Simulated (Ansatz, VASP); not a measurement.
# SnTe: VASP beside Ansatz

Aim: how closely do two programs agree when they are given the same cell, functional and k mesh? The cell is taken from a series of VASP runs on this material, whose earlier steps may have relaxed, scaled or displaced it; both programs get it as it stands.

Main program and level: Ansatz 0.2.0; plane waves, with VASP 6.6.1 beside it; relaxation of cell and atoms at r2SCAN with rVV10.

### Step 1. Set-up

It takes space group Fm-3m (No. 225, cubic). Conventional cell: a = 6.376 Å, b = 6.376 Å, c = 6.376 Å, α = 90.00°, β = 90.00°, γ = 90.00°. Nearest to Te lie 6 Sn at 3.19 Å. Nearest to Sn lie 6 Te at 3.19 Å. Farther neighbours and most contacts between anions are not listed.

### Step 2. VASP: relaxation of cell and atoms, r2SCAN with rVV10

The relaxed volume is the usual yardstick between codes: its relative difference is about their pressure difference at one cell divided by the bulk modulus.

Lines of VASP's logs that name or quote its potential files are left out, and so is its time.

INCAR

```
SYSTEM = SnTe
PREC = Accurate
ENCUT = 450
EDIFF = 1E-06
NELM = 100
ISMEAR = 0
SIGMA = 0.03
LREAL = .FALSE.
ALGO = Normal
METAGGA = R2SCAN
LUSE_VDW = .TRUE.
IVDW_NL = 2
BPARAM = 11.95
CPARAM = 0.0093
LASPH = .TRUE.
NBANDS = 16
LORBIT = 11
LWAVE = .FALSE.
LCHARG = .FALSE.
KPAR = 4
IBRION = 2
NSW = 50
ISIF = 3
EDIFFG = -0.006
```

POSCAR

```
SnTe
1.0
    0.0000000000      3.1877545079      3.1877545079
    3.1877545079      0.0000000000      3.1877545079
    3.1877545079      3.1877545079      0.0000000000
Te Sn
1 1
Direct
    0.5000000000      0.5000000000      0.5000000000
    0.0000000000      0.0000000000      0.0000000000
```

KPOINTS

```
Automatic mesh
0
Gamma
6 6 6
0 0 0
```

The projector-augmented-wave data sets are Te and Sn_d (PBE family, release 64).

Command:

```sh
> mpirun -np 4 vasp_std
```

Numbers of over 12 decimals in the logs are rounded to 6 here.

Output:

```text
[banner, memory and clock lines left out]
running    4 mpi-ranks, on    1 nodes
 distrk:  each k-point on    1 cores,    4 groups
 distr:  one band on    1 cores,    1 groups

 POSCAR found type information on POSCAR TeSn
 POSCAR found :  2 types and       2 ions
|                                                                             |
|               ----> ADVICE to this user running VASP <----                  |
|                                                                             |
|     You have switched on vdW-DFT.                                           |
|     This routine was written and supplied by Jiri Klimes. We recommend      |
|     that you carefully read and cite the following publications:            |
|       J. Klimes, D.R. Bowler, A. Michelides                                 |
|          J. Phys.: Cond Matt. 22 022201 (2010)                              |
|       J. Klimes, D.R. Bowler, A. Michelides                                 |
|          Phys. Rev. B. 83, 195131 (2011)                                    |
|     and references therein.                                                 |
|                                                                             |

|                                                                             |
|               ----> ADVICE to this user running VASP <----                  |
|                                                                             |
|     You enforced a specific xc type in the INCAR file but a different       |
|     [... a line on the potential file left out ...]
|     I HOPE YOU KNOW WHAT YOU ARE DOING!                                     |
|                                                                             |

 LDA part: xc-table for (None), standard interpolation
 POSCAR, INCAR and KPOINTS ok, starting setup
 FFT: planning ... GRIDC
 FFT: planning ... GRID_SOFT
 FFT: planning ... GRID
 WAVECAR not read
 entering main loop
       N       E                     dE             d eps       ncg     rms          rms(c)
Total rVV10 correction in eV:      0.5303414    23.9347915
Total rVV10 correction in eV:      0.5303414    23.9347915
Total rVV10 correction in eV:      0.5303414    23.9347915
Total rVV10 correction in eV:      0.5303414    23.9347915
DAV:   1     0.749181524953E+02    0.74918E+02   -0.93589E+03   520   0.132E+03
DAV:   2    -0.434436671013E+02   -0.11836E+03   -0.11553E+03   560   0.333E+02
DAV:   3    -0.530034729519E+02   -0.95598E+01   -0.95425E+01   632   0.877E+01
DAV:   4    -0.532510569339E+02   -0.24758E+00   -0.24753E+00   600   0.156E+01
DAV:   5    -0.532627358738E+02   -0.11679E-01   -0.11679E-01   792   0.299E+00    0.460E+00
Total rVV10 correction in eV:      0.5316892    23.9347911
Total rVV10 correction in eV:      0.5316892    23.9347911
Total rVV10 correction in eV:      0.5316892    23.9347911
Total rVV10 correction in eV:      0.5316892    23.9347911
DAV:   6    -0.501410183905E+02    0.31217E+01   -0.75394E-01   656   0.125E+01    0.312E+00
Total rVV10 correction in eV:      0.5372296    23.9347911
Total rVV10 correction in eV:      0.5372296    23.9347911
Total rVV10 correction in eV:      0.5372296    23.9347911
Total rVV10 correction in eV:      0.5372296    23.9347911
DAV:   7    -0.501392145948E+02    0.18038E-02   -0.95421E-02   616   0.217E+00    0.102E+00
Total rVV10 correction in eV:      0.5384698    23.9347911
Total rVV10 correction in eV:      0.5384698    23.9347911
Total rVV10 correction in eV:      0.5384698    23.9347911
Total rVV10 correction in eV:      0.5384698    23.9347911
DAV:   8    -0.501425862234E+02   -0.33716E-02   -0.71615E-03   648   0.695E-01    0.469E-01
Total rVV10 correction in eV:      0.5388264    23.9347911
Total rVV10 correction in eV:      0.5388264    23.9347911
Total rVV10 correction in eV:      0.5388264    23.9347911
Total rVV10 correction in eV:      0.5388264    23.9347911
DAV:   9    -0.501428497927E+02   -0.26357E-03   -0.14313E-03   608   0.190E-01    0.156E-01
Total rVV10 correction in eV:      0.5390207    23.9347911
Total rVV10 correction in eV:      0.5390207    23.9347911
Total rVV10 correction in eV:      0.5390207    23.9347911
Total rVV10 correction in eV:      0.5390207    23.9347911
DAV:  10    -0.501429211931E+02   -0.71400E-04   -0.14657E-04   704   0.112E-01    0.537E-02
Total rVV10 correction in eV:      0.5392337    23.9347911
Total rVV10 correction in eV:      0.5392337    23.9347911
Total rVV10 correction in eV:      0.5392337    23.9347911
Total rVV10 correction in eV:      0.5392337    23.9347911
DAV:  11    -0.501429441008E+02   -0.22908E-04   -0.51393E-05   648   0.607E-02    0.309E-02
Total rVV10 correction in eV:      0.5392431    23.9347911
Total rVV10 correction in eV:      0.5392431    23.9347911
Total rVV10 correction in eV:      0.5392431    23.9347911
Total rVV10 correction in eV:      0.5392431    23.9347911
DAV:  12    -0.501429437355E+02    0.36528E-06   -0.46105E-06   672   0.324E-02
Total rVV10 correction in eV:      0.5392673    23.9347911
Total rVV10 correction in eV:      0.5392673    23.9347911
Total rVV10 correction in eV:      0.5392673    23.9347911
Total rVV10 correction in eV:      0.5392673    23.9347911
Total rVV10 correction in eV:      0.5392663    23.9347911
Total rVV10 correction in eV:      0.5392663    23.9347911
[...]
Total rVV10 correction in eV:      0.5395426    23.9347911
Total rVV10 correction in eV:      0.5395426    23.9347911
Total rVV10 correction in eV:      0.5395426    23.9347911
Total rVV10 correction in eV:      0.5395426    23.9347911
DAV:   1    -0.501871734274E+02   -0.44229E-01   -0.95231E-01   624   0.143E+01    0.128E+00
Total rVV10 correction in eV:      0.5368934    23.9347921
Total rVV10 correction in eV:      0.5368934    23.9347921
Total rVV10 correction in eV:      0.5368934    23.9347921
Total rVV10 correction in eV:      0.5368934    23.9347921
DAV:   2    -0.501530202044E+02    0.34153E-01   -0.59083E-02   648   0.368E+00    0.526E-01
Total rVV10 correction in eV:      0.5350830    23.9347921
Total rVV10 correction in eV:      0.5350830    23.9347921
Total rVV10 correction in eV:      0.5350830    23.9347921
Total rVV10 correction in eV:      0.5350830    23.9347921
DAV:   3    -0.501447856687E+02    0.82345E-02   -0.22745E-02   672   0.224E+00    0.104E-01
Total rVV10 correction in eV:      0.5348431    23.9347921
Total rVV10 correction in eV:      0.5348431    23.9347921
Total rVV10 correction in eV:      0.5348431    23.9347921
Total rVV10 correction in eV:      0.5348431    23.9347921
DAV:   4    -0.501445538302E+02    0.23184E-03   -0.76405E-04   560   0.248E-01    0.545E-02
Total rVV10 correction in eV:      0.5346643    23.9347921
Total rVV10 correction in eV:      0.5346643    23.9347921
Total rVV10 correction in eV:      0.5346643    23.9347921
Total rVV10 correction in eV:      0.5346643    23.9347921
DAV:   5    -0.501445092915E+02    0.44539E-04   -0.87790E-05   688   0.637E-02    0.320E-02
Total rVV10 correction in eV:      0.5345379    23.9347921
Total rVV10 correction in eV:      0.5345379    23.9347921
Total rVV10 correction in eV:      0.5345379    23.9347921
Total rVV10 correction in eV:      0.5345379    23.9347921
DAV:   6    -0.501445120947E+02   -0.28032E-05   -0.25153E-05   576   0.482E-02    0.906E-03
Total rVV10 correction in eV:      0.5345117    23.9347921
Total rVV10 correction in eV:      0.5345117    23.9347921
Total rVV10 correction in eV:      0.5345117    23.9347921
Total rVV10 correction in eV:      0.5345117    23.9347921
DAV:   7    -0.501445095698E+02    0.25249E-05   -0.28837E-06   632   0.231E-02    0.363E-03
Total rVV10 correction in eV:      0.5344926    23.9347921
Total rVV10 correction in eV:      0.5344926    23.9347921
Total rVV10 correction in eV:      0.5344926    23.9347921
Total rVV10 correction in eV:      0.5344926    23.9347921
DAV:   8    -0.501445085366E+02    0.10332E-05   -0.42633E-07   328   0.440E-03    0.113E-03
Total rVV10 correction in eV:      0.5344933    23.9347921
Total rVV10 correction in eV:      0.5344933    23.9347921
Total rVV10 correction in eV:      0.5344933    23.9347921
Total rVV10 correction in eV:      0.5344933    23.9347921
DAV:   9    -0.501445085851E+02   -0.48483E-07   -0.86386E-08   312   0.405E-03
Total rVV10 correction in eV:      0.5344953    23.9347921
Total rVV10 correction in eV:      0.5344953    23.9347921
Total rVV10 correction in eV:      0.5344953    23.9347921
Total rVV10 correction in eV:      0.5344953    23.9347921
Total rVV10 correction in eV:      0.5344922    23.9347921
Total rVV10 correction in eV:      0.5344922    23.9347921
Total rVV10 correction in eV:      0.5344922    23.9347921
Total rVV10 correction in eV:      0.5344922    23.9347921
   2 F= -.50144509E+02 E0= -.50144395E+02  d E =-.156485E-02
 trial-energy change:   -0.001565  1 .order   -0.001415   -0.003802    0.000973
 step:   0.8236(harm=  0.7962)  dis= 0.00000  next Energy=   -50.144594 (dE=-0.165E-02)
 bond charge predicted
       N       E                     dE             d eps       ncg     rms          rms(c)
Total rVV10 correction in eV:      0.5344452    23.9347921
Total rVV10 correction in eV:      0.5344452    23.9347921
Total rVV10 correction in eV:      0.5344452    23.9347921
Total rVV10 correction in eV:      0.5344452    23.9347921
DAV:   1    -0.501459267377E+02   -0.14182E-02   -0.30169E-02   624   0.260E+00    0.221E-01
Total rVV10 correction in eV:      0.5349004    23.9347919
Total rVV10 correction in eV:      0.5349004    23.9347919
Total rVV10 correction in eV:      0.5349004    23.9347919
Total rVV10 correction in eV:      0.5349004    23.9347919
DAV:   2    -0.501448766290E+02    0.10501E-02   -0.18065E-03   648   0.639E-01    0.937E-02
Total rVV10 correction in eV:      0.5352430    23.9347919
Total rVV10 correction in eV:      0.5352430    23.9347919
Total rVV10 correction in eV:      0.5352430    23.9347919
Total rVV10 correction in eV:      0.5352430    23.9347919
DAV:   3    -0.501446133164E+02    0.26331E-03   -0.76584E-04   656   0.408E-01    0.181E-02
Total rVV10 correction in eV:      0.5352812    23.9347919
Total rVV10 correction in eV:      0.5352812    23.9347919
Total rVV10 correction in eV:      0.5352812    23.9347919
Total rVV10 correction in eV:      0.5352812    23.9347919
DAV:   4    -0.501446035740E+02    0.97424E-05   -0.24578E-05   560   0.470E-02    0.929E-03
Total rVV10 correction in eV:      0.5353180    23.9347919
Total rVV10 correction in eV:      0.5353180    23.9347919
Total rVV10 correction in eV:      0.5353180    23.9347919
Total rVV10 correction in eV:      0.5353180    23.9347919
DAV:   5    -0.501445993236E+02    0.42504E-05   -0.30556E-06   584   0.148E-02    0.533E-03
Total rVV10 correction in eV:      0.5353449    23.9347919
Total rVV10 correction in eV:      0.5353449    23.9347919
Total rVV10 correction in eV:      0.5353449    23.9347919
Total rVV10 correction in eV:      0.5353449    23.9347919
DAV:   6    -0.501445984696E+02    0.85409E-06   -0.65145E-07   312   0.715E-03
Total rVV10 correction in eV:      0.5353544    23.9347919
Total rVV10 correction in eV:      0.5353544    23.9347919
Total rVV10 correction in eV:      0.5353544    23.9347919
Total rVV10 correction in eV:      0.5353544    23.9347919
Total rVV10 correction in eV:      0.5353475    23.9347919
Total rVV10 correction in eV:      0.5353475    23.9347919
Total rVV10 correction in eV:      0.5353475    23.9347919
Total rVV10 correction in eV:      0.5353475    23.9347919
   3 F= -.50144598E+02 E0= -.50144517E+02  d E =-.165473E-02
 curvature:  -0.39 expect dE=-0.283E-05 dE for cont linesearch -0.283E-05
 trial: gam= 0.00000 g(F)=  0.662E-61 g(S)=  0.724E-05 ort =-0.166E-03 (trialstep = 0.965E+00)
 search vector abs. value=  0.724E-05
 reached required accuracy - stopping structural energy minimisation
```

Parts of OUTCAR (step 2):

```text
ion  position               nearest neighbor table
   1  0.500  0.500  0.500-   2 3.19   2 3.19   2 3.19   2 3.19   2 3.19   2 3.19
   2  0.000  0.000  0.000-   1 3.19   1 3.19   1 3.19   1 3.19   1 3.19   1 3.19

  LATTYP: Found a face centered cubic cell.
 ALAT       =     6.3755090158

 Subroutine GETGRP returns: Found 48 space group operations
 (whereof 48 operations were pure point group operations)

The static configuration has the point symmetry O_h .

 Found     16 irreducible k-points:

   k-points           NKPTS =     16   k-points in BZ     NKDIM =     16   number of bands    NBANDS=     16

   dimension x,y,z NGX =    32 NGY =   32 NGZ =   32
   dimension x,y,z NGXF=    64 NGYF=   64 NGZF=   64

   ENCUT  =  450.0 eV  33.07 Ry    5.75 a.u.   7.80  7.80  7.80*2*pi/ulx,y,z

   NELECT =      20.0000    total number of electrons

 k-points in reciprocal lattice and weights: Automatic mesh
   0.00000000  0.00000000  0.00000000       0.005
   0.16666667  0.00000000  0.00000000       0.037
   0.33333333  0.00000000  0.00000000       0.037
   0.50000000  0.00000000  0.00000000       0.019
   0.16666667  0.16666667  0.00000000       0.028
   0.33333333  0.16666667  0.00000000       0.111
   0.50000000  0.16666667  0.00000000       0.111
  -0.33333333  0.16666667  0.00000000       0.111
  -0.16666667  0.16666667  0.00000000       0.056
[...]
-0.33333333  0.33333333  0.16666667       0.111
  -0.33333333  0.50000000  0.16666667       0.056

 average (electrostatic) potential at core
       1 -92.9794       2-106.4523

 E-fermi :   6.8039

 k-point     1 :       0.0000    0.0000    0.0000
  band No.  band energies     occupation
    ...
      6      -6.5989      2.00000
      7       1.9196      2.00000
      8       4.3152      2.00000
      9       4.3152      2.00000
     10       4.3152      2.00000
     11      10.1240      0.00000
     12      10.1241      0.00000
     13      10.1241      0.00000
     14      11.7096      0.00000
     15      11.7096      0.00000
    ...

 k-point     2 :       0.1667    0.0000    0.0000
  band No.  band energies     occupation
    ...
      6      -6.3612      2.00000
      7       0.6934      2.00000
      8       4.3653      2.00000
      9       4.3653      2.00000
     10       5.1803      2.00000
     11       9.0363      0.00000
     12       9.0364      0.00000
     13       9.1443      0.00000
     14      11.7094      0.00000
     15      12.2789      0.00000
    ...

 k-point     3 :       0.3333    0.0000    0.0000
  band No.  band energies     occupation
    ...
      6      -5.7434      2.00000
      7      -1.0696      2.00000
      8       4.5335      2.00000
      9       4.5335      2.00000
     10       6.0843      2.00000
     11       7.6412      0.00000
     12       7.6413      0.00000
     13       7.7895      0.00000
     14      12.8445      0.00000
     15      13.8391      0.00000
    ...

  Total        0.0100041      0.0100041      0.0100041      0.0000000     -0.0000000      0.0000000
  in kB        0.2508140      0.2508140      0.2508140      0.0000000     -0.0000000      0.0000000
  external PRESSURE =       0.2508140 kB  Pullay stress =       0.0000000 kB

  energy-cutoff  :      450.00
  volume of cell :       63.91
      direct lattice vectors                 reciprocal lattice vectors
     0.000000000  3.173237280  3.173237280    -0.157567795  0.157567795  0.157567795
     3.173237280 -0.000000000  3.173237280     0.157567795 -0.157567795  0.157567795
     3.173237280  3.173237280  0.000000000     0.157567795  0.157567795 -0.157567795

 POSITION                                       TOTAL-FORCE (eV/Angst)
 -----------------------------------------------------------------------------------
      3.17324      3.17324      3.17324        -0.000000      0.000000     -0.000000
      0.00000      0.00000      0.00000         0.000000     -0.000000      0.000000
 -----------------------------------------------------------------------------------
    total drift:                                0.000000     -0.000000     -0.000000

  FREE ENERGIE OF THE ION-ELECTRON SYSTEM (eV)
  ---------------------------------------------------
  free  energy   TOTEN  =       -50.1445984696 eV

  energy  without entropy=      -50.1444353677  energy(sigma->0) =      -50.14451692

 reached required accuracy - stopping structural energy minimisation

 total charge
# of ion       s       p       d       tot
------------------------------------------
    1        1.383   1.999   0.029   3.411
    2        1.347   0.736   9.980  12.063
--------------------------------------------------
tot          2.731   2.735  10.008  15.474

[... 3 further parts left out ...]
```

(Continued in part 2 of 2.)

[Lines on the potential files, build, host, timing and source positions are cut from VASP's logs without a mark.]

[Logs are printed without paths, hosts, clocks, repeated set-up lines and the standing remarks that a program may print on its own settings, such as how far it seeks lower states.]

[Hosts, paths, dates, database ids (printed as entryN), source tags and the programs' standing remarks are cut or masked in the printed files.]
